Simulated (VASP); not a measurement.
Here is the system:

```
CELL_PARAMETERS angstrom
     -2.13800     2.13800     2.13800
      2.13800    -2.13800     2.13800
      2.13800     2.13800    -2.13800
ATOMIC_POSITIONS crystal
  Eu 0.00000 0.00000 0.00000
```

Level of theory: SCAN meta-GGA, VASP's PBE PAW potentials (set 64) (plane waves; VASP 6.6.1). Settings: 520 eV cut-off, 12×12×12 Γ-centred mesh, first-order Methfessel-Paxton smearing of 0.10 eV, potentials Eu_2.

The 4f electrons are frozen in the core of the lanthanide potential, so 4f levels, which can set the real gap, and their magnetism are missing.

Q: Give the stress tensor in GPa (positive for a compressed cell).

A: 
```
1.09  0.00  0.00
0.00  1.09  0.00
0.00  0.00  1.09
```
The pressure is its mean diagonal, 1.09 GPa.

The compound is Eu in the bcc structure. This cell is one point of a volume scan, at 0.94 of the reference volume.
